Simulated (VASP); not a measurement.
Output of a VASP run:

### OUTCAR
```
 ion  position               nearest neighbor table
   1  0.500  0.500  0.500-   2 2.46   2 2.46   2 2.46   2 2.46   2 2.46   2 2.46   2 2.46   2 2.46
  LATTYP: Found a simple cubic cell.
 ALAT       =     2.8415302682
 Subroutine PRICEL returns:
 Original cell was already a primitive cell.
 Subroutine GETGRP returns: Found 48 space group operations
The static configuration has the point symmetry O_h .
The dynamic configuration has the point symmetry O_h .
 Subroutine INISYM returns: Found 48 space group operations
 Subroutine IBZKPT returns following result:
 Found     84 irreducible k-points:

 Following reciprocal coordinates:
            Coordinates               Weight
  0.000000  0.000000  0.000000      1.000000
  0.083333  0.000000  0.000000      6.000000
  0.166667  0.000000  0.000000      6.000000
  0.250000  0.000000  0.000000      6.000000
  0.333333  0.000000  0.000000      6.000000
  0.416667  0.000000  0.000000      6.000000
  0.500000  0.000000  0.000000      3.000000
  0.083333  0.083333  0.000000     12.000000
  0.166667  0.083333  0.000000     24.000000
  0.250000  0.083333  0.000000     24.000000
  0.333333  0.083333  0.000000     24.000000
  0.416667  0.083333  0.000000     24.000000
  0.500000  0.083333  0.000000     12.000000
  0.166667  0.166667  0.000000     12.000000
  0.250000  0.166667  0.000000     24.000000
  0.333333  0.166667  0.000000     24.000000
  0.416667  0.166667  0.000000     24.000000
  0.500000  0.166667  0.000000     12.000000
  0.250000  0.250000  0.000000     12.000000
  0.333333  0.250000  0.000000     24.000000
  0.416667  0.250000  0.000000     24.000000
  0.500000  0.250000  0.000000     12.000000
  0.333333  0.333333  0.000000     12.000000
  0.416667  0.333333  0.000000     24.000000
  0.500000  0.333333  0.000000     12.000000
  0.416667  0.416667  0.000000     12.000000
  0.500000  0.416667  0.000000     12.000000
  0.500000  0.500000  0.000000      3.000000
  0.083333  0.083333  0.083333      8.000000
  0.166667  0.083333  0.083333     24.000000
  0.250000  0.083333  0.083333     24.000000
  0.333333  0.083333  0.083333     24.000000
  0.416667  0.083333  0.083333     24.000000
  0.500000  0.083333  0.083333     12.000000
  0.166667  0.166667  0.083333     24.000000
  0.250000  0.166667  0.083333     48.000000
  0.333333  0.166667  0.083333     48.000000
  0.416667  0.166667  0.083333     48.000000
  0.500000  0.166667  0.083333     24.000000
  0.250000  0.250000  0.083333     24.000000
   k-points           NKPTS =     84   k-points in BZ     NKDIM =     84   number of bands    NBANDS=      9
   number of dos      NEDOS =    301   number of ions     NIONS =      2
   total plane-waves  NPLWV =   8000
   dimension x,y,z NGX =    20 NGY =   20 NGZ =   20
   dimension x,y,z NGXF=    40 NGYF=   40 NGZF=   40
   ions per type =               1   1
   PREC   = accura    normal or accurate (medium, high low for compatibility)
   ISTART =      0    job   : 0-new  1-cont  2-samecut
   ICHARG =      2    charge: 1-file 2-atom 10-const
   ISPIN  =      1    spin polarized calculation?
   LNONCOLLINEAR =      F non collinear calculations
   LSORBIT =      F    spin-orbit coupling
   INIWAV =      1    electr: 0-lowe 1-rand  2-diag
   ENCUT  =  480.0 eV  35.28 Ry    5.94 a.u.   5.08  5.08  5.08*2*pi/ulx,y,z
   NELM   =    100;   NELMIN=  2; NELMDL= -5     # of ELM steps
   EDIFF  = 0.1E-05   stopping-criterion for ELM
   LREAL  =      F    real-space projection
   NLSPLINE    = F    spline interpolate recip. space projectors
   LMAXMIX     =    4 max onsite mixed and CHGCAR
   VOSKOWN=      0    Vosko Wilk Nusair interpolation
   EDIFFG = -.1E-01   stopping-criterion for IOM
   NSW    =     60    number of steps for IOM
   NBLOCK =      1;   KBLOCK =     60    inner block; outer block
   IBRION =      2    ionic relax: 0-MD 1-quasi-New 2-CG
   NFREE  =      1    steps in history (QN), initial steepest desc. (CG)
...
```

**OSZICAR**
```
       N       E                     dE             d eps       ncg     rms          rms(c)
DAV:   1     0.294730828515E+02    0.29473E+02   -0.48759E+03  1520   0.117E+03
DAV:   2    -0.146825281728E+02   -0.44156E+02   -0.42547E+02  1522   0.178E+02
DAV:   3    -0.158486846767E+02   -0.11662E+01   -0.11412E+01  1835   0.388E+01
DAV:   4    -0.158736703304E+02   -0.24986E-01   -0.24810E-01  2015   0.505E+00
DAV:   5    -0.158741175998E+02   -0.44727E-03   -0.44708E-03  1858   0.532E-01    0.149E+01
DAV:   6    -0.177860502835E+02   -0.19119E+01   -0.78255E+01  1731   0.140E+02    0.180E+01
DAV:   7    -0.137656230535E+02    0.40204E+01   -0.38041E+01  1707   0.865E+01    0.263E+00
DAV:   8    -0.137282240230E+02    0.37399E-01   -0.24325E-01  1701   0.607E+00    0.154E+00
DAV:   9    -0.137102965262E+02    0.17927E-01   -0.54767E-02  1855   0.347E+00    0.395E-01
DAV:  10    -0.137097458774E+02    0.55065E-03   -0.10839E-03  1968   0.466E-01    0.191E-01
DAV:  11    -0.137097062683E+02    0.39609E-04   -0.53632E-05  1711   0.859E-02    0.712E-03
DAV:  12    -0.137097058953E+02    0.37296E-06   -0.12659E-06  1150   0.113E-02
   1 F= -.13709706E+02 E0= -.13709784E+02  d E =-.137097E+02
       N       E                     dE             d eps       ncg     rms          rms(c)
DAV:   1    -0.137100479259E+02   -0.34166E-03   -0.62291E-03  1581   0.153E+00    0.166E-01
DAV:   2    -0.137103153146E+02   -0.26739E-03   -0.12083E-02  1767   0.173E+00    0.196E-01
DAV:   3    -0.137097282390E+02    0.58708E-03   -0.44360E-03  1765   0.106E+00    0.202E-02
DAV:   4    -0.137097227134E+02    0.55257E-05   -0.20335E-05  1560   0.455E-02    0.321E-03
DAV:   5    -0.137097226886E+02    0.24785E-07   -0.60846E-07   798   0.118E-02
   2 F= -.13709723E+02 E0= -.13709802E+02  d E =-.167933E-04
```

File OUTCAR:
```
------------------------ aborting loop because EDIFF is reached ----------------------------------------
  FORCE on cell =-STRESS in cart. coord.  units (eV):
  Direction    XX          YY          ZZ          XY          YZ          ZX
  --------------------------------------------------------------------------------------
  Total        0.0140214      0.0140214      0.0140214      0.0000000     -0.0000000      0.0000000
  in kB        0.9806792      0.9806792      0.9806792      0.0000000     -0.0000000      0.0000000
  external PRESSURE =       0.9806792 kB  Pullay stress =       0.0000000 kB
  volume of cell :       22.91
      direct lattice vectors                 reciprocal lattice vectors
     2.840042248  0.000000000  0.000000000     0.352107438  0.000000000  0.000000000
    -0.000000000  2.840042248  0.000000000     0.000000000  0.352107438  0.000000000
    -0.000000000  0.000000000  2.840042248    -0.000000000 -0.000000000  0.352107438
 POSITION                                       TOTAL-FORCE (eV/Angst)
 -----------------------------------------------------------------------------------
      1.42002      1.42002      1.42002        -0.000000      0.000000      0.000000
      0.00000      0.00000      0.00000         0.000000      0.000000      0.000000
 -----------------------------------------------------------------------------------
    total drift:                               -0.000000      0.000000     -0.000000
  FREE ENERGIE OF THE ION-ELECTRON SYSTEM (eV)
  ---------------------------------------------------
  free  energy   TOTEN  =       -13.7097226886 eV

  energy  without entropy=      -13.7099620284  energy(sigma->0) =      -13.70980247

 reached required accuracy - stopping structural energy minimisation
```
(Selected blocks of OUTCAR.)

**POSCAR**
```
FeAl
1
    2.8415302682     0.0000000000     0.0000000000
    0.0000000000     2.8415302682     0.0000000000
    0.0000000000    -0.0000000000     2.8415302682
Al Fe
1 1
Direct
  0.5000000000   0.5000000000   0.5000000000
  0.0000000000   0.0000000000   0.0000000000
```

Problem. Reconstruct the remaining input files.

Solution. Several could match; the one computed here: the input of the run itself, PBEsol GGA, plane waves, VASP's PBE PAW potentials (set 64).

INCAR:
```
# general
SYSTEM =FeAl
PREC   =Accurate
ENCUT  =480
LREAL  =.False.
LASPH  =.True.

# electronic loop
EDIFF  =1E-6
NELM   =100
ALGO   =Normal
LMAXMIX=4

# smearing
ISMEAR =1
SIGMA  =0.1

# functional
GGA    =PS

# ions
IBRION =2
NSW    =60
ISIF   =3
EDIFFG =-0.01

# output
LWAVE  =.False.
LCHARG =.False.
```

### KPOINTS
```
Automatic mesh
0
Gamma
12 12 12
0 0 0
```

POTCAR, in this order: Al Fe (PBE.64 set). Program: vasp_std.

The compound is FeAl in the CsCl type structure. This run relaxes it. Symmetry was kept, so distortions that lower it aren't found. The start is the result of an earlier pass. The run is not spin-polarised, so no magnetic state was tried. The electron count is odd and the run is not spin-polarised, which forces a metal.
